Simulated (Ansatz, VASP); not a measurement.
## Cross-check of CoSn between VASP and Ansatz

Wanted: the spread between two codes on one cell, functional and k mesh. The structure shown comes from an earlier Ansatz run, which isn't shown and may have moved the atoms alone.

Program: Ansatz 0.2.0. Level of theory: plane waves, with VASP 6.6.1 beside it; elastic constants at LDA. Results are calculated unless marked as measured.

## 1. Set-up

The structure is hexagonal, space group P6/mmm (No. 191). Conventional cell: a = 5.150 Å, b = 5.150 Å, c = 4.124 Å, α = 90.00°, β = 90.00°, γ = 120.00°. Nearest to Co lie 6 Sn at 2.54 to 2.57 Å and 4 Co at 2.57 Å. Sn has 6 Co at 2.54 Å nearest. Sn has 6 Co at 2.57 Å nearest. Farther neighbours are not listed.

Coordinates:

```cif
data_structure
_symmetry_space_group_name_H-M 'P 1'
_symmetry_Int_Tables_number 1
_cell_length_a 5.1497
_cell_length_b 5.1497
_cell_length_c 4.1242
_cell_angle_alpha 90.000
_cell_angle_beta 90.000
_cell_angle_gamma 120.000
_cell_volume 94.72
loop_
_atom_site_label
_atom_site_type_symbol
_atom_site_fract_x
_atom_site_fract_y
_atom_site_fract_z
_atom_site_occupancy
Co1 Co 0.00000 0.50000 0.00000 1
Co2 Co 0.50000 0.50000 0.00000 1
Co3 Co 0.50000 0.00000 0.00000 1
Sn4 Sn 0.66667 0.33333 0.50000 1
Sn5 Sn 0.33333 0.66667 0.50000 1
Sn6 Sn 0.00000 0.00000 0.00000 1
```

## 2. Ansatz: elastic constants, LDA

Ansatz runs on its default PAW (the set named soft_2) files.

Elastic constants are differences of stresses under small strains, so they test the stress and the mesh.

The input, input.yaml:

```yaml
crystal:
  lattice:
    - [5.1496964651, 0.0, 0.0]
    - [-2.5748482326, 4.4597679606, 0.0]
    - [0.0, 0.0, 4.1242063519]
  atoms:
    - { symbol: Co, position: [0.0, 0.5, 0.0] }
    - { symbol: Co, position: [0.5, 0.5, 0.0] }
    - { symbol: Co, position: [0.5, 0.0, 0.0] }
    - { symbol: Sn, position: [0.6666666667, 0.3333333333, 0.5] }
    - { symbol: Sn, position: [0.3333333333, 0.6666666667, 0.5] }
    - { symbol: Sn, position: [0.0, 0.0, 0.0] }
kpoints:
  mp_grid: { grid: [2, 2, 2] }
hamiltonian:
  xc: lda
scf:
  occupations: { method: gaussian, width: 0.1 }
output:
  forces: true
  stress: true
  eigenvalues: true
elastic:
  mode: relaxed_ion
  stencil: two_point
```

On the command line:

```bash
ansatz run input.yaml --threads 8 --pin off --max-ram 16384MiB --backend cpu --events-out ev --progress --plain --runs-dir out
```

Numbers of over 12 decimals in the logs are rounded to 6 here.

Log:

```text
Engine: ansatz 0.2.0, aarch64-unknown-linux-gnu
Pseudopotentials: kind: paw
Pseudopotential: Co, paw, valence charge 17, recommended cutoff 420 eV (normal), Co.paw.azcp
Pseudopotential: Sn, paw, valence charge 14, recommended cutoff 420 eV (normal), Sn.paw.azcp
Functional definition: SPW92
  exchange = slater_x
  correlation = pw_c
Crystal: 6 atoms, lattice volume = 94.718 Å³
Basis set: ecut = 420 eV, 1843 PW (Γ)
Bands: 56, of which v1, the nominal top of the filled ones, is band 47 counted from 1 (46 counted from 0)
Symmetry: 24 space group operations
Space group: P6/mmm (ITA 191), of the structure as read, at distance tolerance 4.6e-5 Å
k-points: 4 of 8
Non-local potential: Co, projectors of the file, l = 0: 3, l = 1: 2, l = 2: 3, l = 3: 1
Non-local potential: Sn, projectors of the file, l = 0: 2, l = 1: 2, l = 2: 2, l = 3: 2
PAW form: soft (Blöchl's): semilocal exchange-correlation on the pseudo side does not see the compensation charge
PAW frozen core: Co, regenerated for the run's functional, and the local potential with it (the file was generated under x = pbe(κ = 0.804, μ = 0.219515), c = pbe(β = 0.066725))
PAW frozen core: Sn, regenerated for the run's functional, and the local potential with it (the file was generated under x = pbe(κ = 0.804, μ = 0.219515), c = pbe(β = 0.066725))
PAW one-centre angular grid: Co, 590 points (default); XC on 64 Gauss nodes
PAW one-centre angular grid: Sn, 590 points (default); XC on 64 Gauss nodes
Initial density: superposition of atomic densities (neutral atoms: chi_scale 0, normalization atom), corrected by the library's trained network
Initial wavefunctions: pseudopotential atomic-orbital guess
Functional: x = slater, c = lda
SCF iter   1: F=—  HF=-32828.514809 eV  |F-HF|=—  |Δ(HF+E_count)|=         —  Δρ=2.12e-2  dr2=2.17e-1  ethr=1.77e-3  ⟨swp⟩=8.8  Hψ=928  notcnv=0  defer=1
preconditioner: auto → LDOS  [metal: Δε(μ)=0.005 eV  Ē_g=14.548 eV  σ=0.100 eV  W_gap=0.03  n_scr=26 (ndim 8)  ℏωp=31.7 eV  f_vac=0.010  D(μ)=5.64/eV (n_scr^D=58)  β→1.0]
SCF iter   2: F=—  HF=-32828.513345 eV  |F-HF|=—  |Δ(HF+E_count)|=   1.46e-3  Δρ=2.34e-2  dr2=2.92e-1  ethr=2.34e-4  ⟨swp⟩=2.0  Hψ=468  notcnv=0  defer=16
SCF iter   3: F=—  HF=-32828.470651 eV  |F-HF|=—  |Δ(HF+E_count)|=   4.27e-2  Δρ=8.25e-3  dr2=4.20e-2  ethr=2.34e-4  ⟨swp⟩=3.0  Hψ=415  notcnv=0  defer=16
SCF iter   4: F=—  HF=-32828.466588 eV  |F-HF|=—  |Δ(HF+E_count)|=   4.06e-3  Δρ=2.17e-3  dr2=2.61e-3  ethr=4.51e-5  ⟨swp⟩=1.0  Hψ=260  notcnv=0  defer=15
SCF iter   5: F=—  HF=-32828.466198 eV  |F-HF|=—  |Δ(HF+E_count)|=   3.91e-4  Δρ=2.13e-4  dr2=3.58e-5  ethr=2.81e-6  ⟨swp⟩=2.8  Hψ=391  notcnv=0  defer=15
SCF iter   6: F=—  HF=-32828.466190 eV  |F-HF|=—  |Δ(HF+E_count)|=   8.08e-6  Δρ=2.51e-4  dr2=5.86e-5  ethr=3.85e-8  ⟨swp⟩=2.0  Hψ=308  notcnv=0  defer=15
SCF iter   7: F=—  HF=-32828.466200 eV  |F-HF|=—  |Δ(HF+E_count)|=   1.01e-5  Δρ=1.53e-4  dr2=1.96e-5  ethr=3.85e-8  ⟨swp⟩=1.0  Hψ=208  notcnv=0  defer=15
SCF iter   8: F=—  HF=-32828.466159 eV  |F-HF|=—  |Δ(HF+E_count)|=   4.07e-5  Δρ=1.48e-5  dr2=7.80e-8  ethr=2.10e-8  ⟨swp⟩=2.0  Hψ=230  notcnv=0  defer=15
SCF iter   9: F=—  HF=-32828.466158 eV  |F-HF|=—  |Δ(HF+E_count)|=   8.31e-7  Δρ=3.47e-6  dr2=4.10e-9  ethr=8.39e-11  ⟨swp⟩=2.0  Hψ=346  notcnv=0  defer=15
SCF iter  10: F=—  HF=-32828.466158 eV  |F-HF|=—  |Δ(HF+E_count)|=  9.82e-10  Δρ=6.54e-7  dr2=2.59e-10  ethr=4.41e-12  ⟨swp⟩=2.0  Hψ=337  notcnv=0  defer=15
[...]
SCF 1 converged in 14 iterations: F = -32828.466158 eV  dr2 = 5.00e-14
  greatest PAW one-centre occupation: 1.002 electrons in one spin orbital (limit 2), on the Co atom at site 2 (counted from 0), in its partial waves of l = 1
Crystal: 6 atoms, lattice volume = 94.529 Å³
Symmetry: 8 space group operations
k-points: 6 of 8
Initial density: handed on by an earlier stage of this run
Initial wavefunctions: pseudopotential atomic-orbital guess (no wavefunctions were taken with the density)
[...]
SCF 13 converged in 2 iterations: F = -32828.466113 eV  dr2 = 2.34e-14
[...]
SCF iter   7: F=—  HF=-32828.466113 eV  |F-HF|=—  |Δ(HF+E_count)|=  6.11e-10  Δρ=8.04e-6  dr2=3.83e-8  ethr=9.57e-11  ⟨swp⟩=2.0  Hψ=447  notcnv=0
SCF iter   8: F=—  HF=-32828.466113 eV  |F-HF|=—  |Δ(HF+E_count)|=   2.92e-9  Δρ=9.87e-7  dr2=2.00e-10  ethr=4.12e-11  ⟨swp⟩=2.0  Hψ=403  notcnv=0
SCF iter   9: F=—  HF=-32828.466113 eV  |F-HF|=—  |Δ(HF+E_count)|=    0.00e0  Δρ=3.46e-7  dr2=8.38e-11  ethr=2.15e-13 (applied; sched 1.00e-12)  ⟨swp⟩=2.0  Hψ=535  notcnv=0
SCF iter  10: F=—  HF=-32828.466113 eV  |F-HF|=—  |Δ(HF+E_count)|=    0.00e0  Δρ=1.31e-7  dr2=1.39e-11  ethr=9.01e-14 (applied; sched 1.00e-12)  ⟨swp⟩=1.0  Hψ=336  notcnv=0
SCF iter  11: F=—  HF=-32828.466113 eV  |F-HF|=—  |Δ(HF+E_count)|=  7.28e-12  Δρ=2.14e-8  dr2=2.82e-13  ethr=1.49e-14 (applied; sched 1.00e-12)  ⟨swp⟩=1.2  Hψ=337  notcnv=0
SCF iter  12: F=-32828.466113 eV  HF=-32828.466113 eV  |F-HF|=7.28e-12  |Δ(HF+E_count)|=    0.00e0  Δρ=1.19e-8  dr2=9.47e-14  ethr=1.00e-12  ⟨swp⟩=4.3  Hψ=1065  notcnv=0
SCF 14 converged in 12 iterations: F = -32828.466113 eV  dr2 = 9.47e-14
relax step   1: F+E_penalty+E_count = -32828.46611299 eV  Δ(F+E_penalty+E_count) = +0.000e0 eV  max|allowed force component| = 3.991e-5 eV/Å  Δτ_max = 0.0000 Å  (12 SCF iters, accepted)
iter 1 solved again at ethr=1.00e-12 eV; its pass at ethr=3.10e-3 eV (dr2=1.30e-11 eV) is discarded
SCF iter   1: F=—  HF=-32828.466113 eV  |F-HF|=—  |Δ(HF+E_count)|=         —  Δρ=1.22e-8  dr2=9.76e-14  ethr=1.00e-12  ⟨swp⟩=2.2  Hψ=1246  notcnv=0
SCF iter   2: F=—  HF=-32828.466113 eV  |F-HF|=—  |Δ(HF+E_count)|=  7.28e-12  Δρ=2.15e-8  dr2=3.21e-13  ethr=1.00e-12  ⟨swp⟩=5.0  Hψ=1245  notcnv=0  recentre
SCF iter   3: F=-32828.466113 eV  HF=-32828.466113 eV  |F-HF|=0.00e0  |Δ(HF+E_count)|=  7.28e-12  Δρ=2.58e-9  dr2=5.45e-15  ethr=1.00e-12  ⟨swp⟩=3.0  Hψ=1067  notcnv=0
SCF 15 converged in 3 iterations: F = -32828.466113 eV  dr2 = 5.45e-15
SCF converged after 14 iterations
Free energy (F): -32828.466158 eV
Harris-Foulkes:  -32828.466158 eV  (|F-HF|=0.00e0)
Internal energy: -32828.438605 eV  (E = F + TS)
E sigma→0 (E₀):  -32828.452382 eV
Entropy (-TS):   -0.027553 eV (-4.592 meV/atom)
Fermi energy:    15.525952 eV
--- Per-component energies (eV) ---
  E_band       = -886.705364
  E_kinetic    = 1946.781810
  E_local      = -13013.161996  (includes V_loc(G=0)·N_el)
  E_nonlocal   = 1309.431937
  E_hartree    = 6175.752265
  E_xc         = -1614.269405
  E_vxc        = -916.158157  (∫ρ·V_xc dr)
  E_paw        = -16360.961024  (= ΣΔE_a)
  E_vpaw       = -2565.103615  (= ΣTr[D̂ρ^β])
  E_aug_tail   = 0.000094  (compensation charges beyond the density's cutoff)
  E_ewald      = -11274.541733
  E_core_change = 2.529447  (= ΣΔE_core)
  E_smearing   = -0.027553  (= −TS)
  E_closure    = -0.000000  (closes the sum)
  Σ components = -32828.466158   (vs F -32828.466158, Δ=0.00e0)
--- Forces (eV/Å), atoms counted from 1 ---
  atom   1  Co     0.00000000     0.00000000     0.00000000
  atom   2  Co    -0.00000000     0.00000000     0.00000000
  atom   3  Co     0.00000000    -0.00000000     0.00000000
  atom   4  Sn     0.00000000    -0.00000000     0.00000000
  atom   5  Sn    -0.00000000     0.00000000     0.00000000
  atom   6  Sn     0.00000000     0.00000000     0.00000000
  max |Σ_I F_I| component: 1.85e-17 eV/Å
--- Stress (GPa, compression-positive) ---
       -0.012783       0.000000       0.000000
       -0.000000      -0.012783       0.000000
        0.000000       0.000000      -0.007145
  P = ⅓ Tr σ = -0.0109 GPa (-0.109 kbar)
--- Band table (eV) ---
  k-point 0: bands = [... 43 lower, 15.2451, 15.2708, 15.2708, 16.1321, 16.4343, 17.2267, 17.2267, 18.8530, ... 5 higher]
  k-point 1: bands = [... 43 lower, 15.1660, 15.1660, 15.1786, 15.1786, 15.1854, 15.5560, 16.1328, 17.2700, ... 5 higher]
  k-point 2: bands = [... 43 lower, 15.1124, 15.2629, 16.4226, 16.8531, 17.6478, 17.6703, 18.5546, 19.3361, ... 5 higher]
  k-point 3: bands = [... 43 lower, 14.9924, 15.1340, 15.1808, 15.2972, 15.5161, 16.1946, 17.0062, 20.0826, ... 5 higher]
--- Elastic constants: 3 strain directions × 2 members + reference (group order 24) ---
  dense FFT box of the reference and of every strained cell: 36×36×30
  strains applied: 11, 33, 23; error gains: componentwise 1.00 (the most a stress slope's error grows in a printed constant), spectral 1.41 (1 for all six strains in a standard setting)
  C = ∂σ_k/∂η_j (tension-positive GPa; Voigt order 11 22 33 23 13 12):
       305.163    109.431     74.674      0.000      0.000      0.000
       109.431    305.163     74.674      0.000      0.000     -0.000
        75.183     75.183    323.271      0.000      0.000     -0.000
         0.000      0.000      0.000     84.960      0.000      0.000
         0.000      0.000      0.000      0.000     84.960      0.000
        -0.000      0.000     -0.000      0.000      0.000     97.866
  reference stress σ⁰ (GPa):      0.013      0.013      0.007     -0.000     -0.000      0.000
  C* (energy form; C + prestress term) asymmetry max|C*_kj − C*_jk| = 5.028e-1 GPa — a small one proves nothing (zero by symmetry where the batch's group is 432, −43m or m−3m); a large one is finite-difference/SCF noise where every solve meets its electron count
  moduli (Voigt/Reuss/Hill, GPa): K = 161.35/161.27/161.31   G = 98.51/96.41/97.46   E = 243.37   ν = 0.249
  mechanically stable: yes (min eigenvalue of sym C = 84.96 GPa)
  strain η (Voigt 11):  stress-route row diagonal C_11 = 305.16 GPa, energy-path curvature d²(F+E_count+ΔE)/dδ²/Ω₀ = 305.01 GPa
         δ    σ_11 (GPa)             F (eV)   n_scf  n_hpsi   n_pw
    -2.000e-3      -0.6054      -32828.4656541       3    3869   1862   relax 3 steps, max|allowed force component| 1.04e-5 eV/Å
     2.000e-3       0.6153      -32828.4658744       2    2660   1862   relax 3 steps, max|allowed force component| 8.67e-8 eV/Å
  strain η (Voigt 33):  stress-route row diagonal C_33 = 323.27 GPa, energy-path curvature d²(F+E_count+ΔE)/dδ²/Ω₀ = 324.71 GPa
         δ    σ_33 (GPa)             F (eV)   n_scf  n_hpsi   n_pw
    -2.000e-3      -0.6409      -32828.4659688      12    4739   1862   relax 0 steps, max|allowed force component| 3.55e-17 eV/Å
     2.000e-3       0.6521      -32828.4659520      10    4012   1864   relax 0 steps, max|allowed force component| 3.24e-17 eV/Å
  strain η (Voigt 23):  stress-route row diagonal C_44 = 84.96 GPa, energy-path curvature d²(F+E_count+ΔE)/dδ²/Ω₀ = 85.57 GPa
         δ    σ_23 (GPa)             F (eV)   n_scf  n_hpsi   n_pw
    -2.000e-3      -0.1699      -32828.4661130       2    2591   1862   relax 1 steps, max|allowed force component| 3.99e-5 eV/Å
     2.000e-3       0.1699      -32828.4661130       3    3702   1862   relax 1 steps, max|allowed force component| 3.99e-5 eV/Å
```

Reading the cycles: dr2 is the Hartree energy of the density residual (eV), the measure of convergence; HF is the Harris–Foulkes estimate of the energy, which meets the free energy F at convergence.

(Continued in part 2 of 2.)

[Lines on the potential files, build, host, timing and source positions are cut from VASP's logs without a mark.]

[Logs are printed without paths, hosts, clocks, repeated set-up lines and the standing remarks that a program may print on its own settings, such as how far it seeks lower states.]

[Hosts, paths, dates, database ids (printed as entryN), source tags and the programs' standing remarks are cut or masked in the printed files.]
